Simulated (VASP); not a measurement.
Output of a VASP run:

File OUTCAR:
```
 ion  position               nearest neighbor table
   1  0.000  0.000  0.000-   2 2.08   2 2.08   2 2.08   2 2.08
   2  0.250  0.250  0.250-   1 2.08   1 2.08   1 2.08   1 2.08
  LATTYP: Found a face centered cubic cell.
 ALAT       =     4.8089975592
 Subroutine PRICEL returns:
 Original cell was already a primitive cell.
 Subroutine GETGRP returns: Found 24 space group operations
The static configuration has the point symmetry T_d .
The dynamic configuration has the point symmetry T_d .
 Subroutine INISYM returns: Found 24 space group operations
 Subroutine IBZKPT returns following result:
 Found     56 irreducible k-points:

 Following reciprocal coordinates:
            Coordinates               Weight
  0.000000  0.000000  0.000000      1.000000
  0.090909  0.000000  0.000000      8.000000
  0.181818  0.000000  0.000000      8.000000
  0.272727  0.000000  0.000000      8.000000
  0.363636  0.000000  0.000000      8.000000
  0.454545  0.000000  0.000000      8.000000
  0.090909  0.090909  0.000000      6.000000
  0.181818  0.090909  0.000000     24.000000
  0.272727  0.090909  0.000000     24.000000
  0.363636  0.090909  0.000000     24.000000
  0.454545  0.090909  0.000000     24.000000
 -0.454545  0.090909  0.000000     24.000000
 -0.363636  0.090909  0.000000     24.000000
 -0.272727  0.090909  0.000000     24.000000
 -0.181818  0.090909  0.000000     24.000000
 -0.090909  0.090909  0.000000     12.000000
  0.181818  0.181818  0.000000      6.000000
  0.272727  0.181818  0.000000     24.000000
  0.363636  0.181818  0.000000     24.000000
  0.454545  0.181818  0.000000     24.000000
 -0.454545  0.181818  0.000000     24.000000
 -0.363636  0.181818  0.000000     24.000000
 -0.272727  0.181818  0.000000     24.000000
 -0.181818  0.181818  0.000000     12.000000
  0.272727  0.272727  0.000000      6.000000
  0.363636  0.272727  0.000000     24.000000
  0.454545  0.272727  0.000000     24.000000
 -0.454545  0.272727  0.000000     24.000000
 -0.363636  0.272727  0.000000     24.000000
 -0.272727  0.272727  0.000000     12.000000
  0.363636  0.363636  0.000000      6.000000
  0.454545  0.363636  0.000000     24.000000
 -0.454545  0.363636  0.000000     24.000000
 -0.363636  0.363636  0.000000     12.000000
  0.454545  0.454545  0.000000      6.000000
 -0.454545  0.454545  0.000000     12.000000
  0.272727  0.181818  0.090909     24.000000
  0.363636  0.181818  0.090909     48.000000
  0.454545  0.181818  0.090909     48.000000
 -0.454545  0.181818  0.090909     48.000000
   k-points           NKPTS =     56   k-points in BZ     NKDIM =     56   number of bands    NBANDS=      8
   number of dos      NEDOS =    601   number of ions     NIONS =      2
   total plane-waves  NPLWV =  21952
   dimension x,y,z NGX =    28 NGY =   28 NGZ =   28
   dimension x,y,z NGXF=    56 NGYF=   56 NGZF=   56
   ions per type =               1   1
   PREC   = accura    normal or accurate (medium, high low for compatibility)
   ISTART =      0    job   : 0-new  1-cont  2-samecut
   ICHARG =      2    charge: 1-file 2-atom 10-const
   ISPIN  =      1    spin polarized calculation?
   LNONCOLLINEAR =      F non collinear calculations
   LSORBIT =      F    spin-orbit coupling
   INIWAV =      1    electr: 0-lowe 1-rand  2-diag
   ENCUT  =  520.0 eV  38.22 Ry    6.18 a.u.   6.32  6.32  6.32*2*pi/ulx,y,z
   NELM   =    100;   NELMIN=  2; NELMDL= -5     # of ELM steps
   EDIFF  = 0.1E-06   stopping-criterion for ELM
   LREAL  =      F    real-space projection
   NLSPLINE    = F    spline interpolate recip. space projectors
   LMAXMIX     =    4 max onsite mixed and CHGCAR
   VOSKOWN=      0    Vosko Wilk Nusair interpolation
   EDIFFG = 0.1E-05   stopping-criterion for IOM
   NSW    =      0    number of steps for IOM
   NBLOCK =      1;   KBLOCK =      1    inner block; outer block
   IBRION =     -1    ionic relax: 0-MD 1-quasi-New 2-CG
...
```

**OSZICAR**
```
       N       E                     dE             d eps       ncg     rms          rms(c)
DAV:   1     0.158851361291E+02    0.15885E+02   -0.39082E+03   904   0.882E+02
DAV:   2    -0.953989499991E+01   -0.25425E+02   -0.25086E+02  1352   0.106E+02
DAV:   3    -0.993028065666E+01   -0.39039E+00   -0.39039E+00  1008   0.177E+01
DAV:   4    -0.993089951466E+01   -0.61886E-03   -0.61886E-03  1328   0.759E-01
DAV:   5    -0.993089972927E+01   -0.21461E-06   -0.21461E-06  1024   0.111E-02    0.468E+00
DAV:   6    -0.942354213146E+01    0.50736E+00   -0.16319E+00   936   0.647E+00    0.234E+00
DAV:   7    -0.936761125625E+01    0.55931E-01   -0.19126E-01  1264   0.265E+00    0.914E-01
DAV:   8    -0.936110102894E+01    0.65102E-02   -0.24185E-02  1064   0.108E+00    0.111E-01
DAV:   9    -0.936136824644E+01   -0.26722E-03   -0.53266E-04  1096   0.191E-01    0.647E-02
DAV:  10    -0.936150789707E+01   -0.13965E-03   -0.23511E-04   936   0.120E-01    0.163E-02
DAV:  11    -0.936151371633E+01   -0.58193E-05   -0.64774E-06  1336   0.244E-02    0.143E-02
DAV:  12    -0.936151328063E+01    0.43570E-06   -0.23057E-06   952   0.999E-03    0.203E-03
DAV:  13    -0.936151332625E+01   -0.45617E-07   -0.74677E-08   704   0.243E-03
   1 F= -.93615133E+01 E0= -.93615133E+01  d E =0.000000E+00
```

File OUTCAR:
```
------------------------ aborting loop because EDIFF is reached ----------------------------------------
  FORCE on cell =-STRESS in cart. coord.  units (eV):
  Direction    XX          YY          ZZ          XY          YZ          ZX
  --------------------------------------------------------------------------------------
  Total        0.0009462      0.0009462      0.0009462     -0.0000000     -0.0000000      0.0000000
  in kB        0.0545215      0.0545215      0.0545215     -0.0000000     -0.0000000      0.0000000
  external PRESSURE =       0.0545215 kB  Pullay stress =       0.0000000 kB
  volume of cell :       27.80
      direct lattice vectors                 reciprocal lattice vectors
     0.000000000  2.404498780  2.404498780    -0.207943545  0.207943545  0.207943545
     2.404498780  0.000000000  2.404498780     0.207943545 -0.207943545  0.207943545
     2.404498780  2.404498780  0.000000000     0.207943545  0.207943545 -0.207943545
  FREE ENERGIE OF THE ION-ELECTRON SYSTEM (eV)
  ---------------------------------------------------
  free  energy   TOTEN  =        -9.3615133262 eV

  energy  without entropy=       -9.3615133262  energy(sigma->0) =       -9.36151333

 total charge

# of ion       s       p       d       tot
------------------------------------------
    1        0.655   1.156   0.000   1.811
    2        1.176   1.651   0.084   2.912
--------------------------------------------------
tot          1.831   2.807   0.084   4.723
```
(Selected blocks of OUTCAR.)

POSCAR:
```
BAs
1
   -0.0000000000     2.4044987796     2.4044987796
    2.4044987796    -0.0000000000     2.4044987796
    2.4044987796     2.4044987796     0.0000000000
B As
1 1
Direct
  0.0000000000   0.0000000000   0.0000000000
  0.2500000000   0.2500000000   0.2500000000
```

### Question
Write an INCAR and KPOINTS that could have produced this output.

### Answer
One answer among several that fit: the input of the run itself, optB86b-vdW, plane waves, VASP's PBE PAW potentials (set 64).

INCAR:
```
SYSTEM = BAs
PREC = Accurate
ENCUT = 520
EDIFF = 1E-7
NELM = 100
ALGO = Normal
LREAL = .FALSE.
LASPH = .TRUE.
ISMEAR = -5
GGA = MK
PARAM1 = 0.1234
PARAM2 = 1.0
LUSE_VDW = .TRUE.
AGGAC = 0.0
LMAXMIX = 4
LWAVE = .FALSE.
LCHARG = .TRUE.
LORBIT = 11
NEDOS = 601
ISIF = 2
```

### KPOINTS
```
Automatic mesh
0
Gamma
11 11 11
0 0 0
```

POTCAR, in this order: B As (PBE.64 set). Program: vasp_std.

The compound is BAs in the zinc blende structure. It was relaxed first.
